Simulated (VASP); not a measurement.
Consider the following.

```
GaN
1.0
    1.60616    -2.78195     0.00000
    1.60616     2.78195     0.00000
    0.00000     0.00000     5.23290
Ga N
2 2
Direct
  0.66667   0.33333   0.50014
  0.33333   0.66667   0.00014
  0.66667   0.33333   0.87686
  0.33333   0.66667   0.37686
```

Level of theory: optB88-vdW, VASP's PBE PAW potentials (set 64) (plane waves; VASP). Numerical set-up: 520 eV cut-off, 9×9×5 Γ-centred mesh, tetrahedra with Blöchl corrections, potentials Ga_d N.

**Question.** Predict the energy per atom (σ→0), band gap (on the k-mesh) with the smallest direct gap where there is one.

**Answer.** 
* **band gap (on the k-mesh)**: 1.76 eV
* **smallest direct gap (on the k-mesh)**: 1.76 eV
* **energy per atom (σ→0)**: -3.725 eV/atom

The absolute energy has meaning only against runs of the same code, potentials and settings.

The compound is GaN in the wurtzite structure. It was relaxed first.
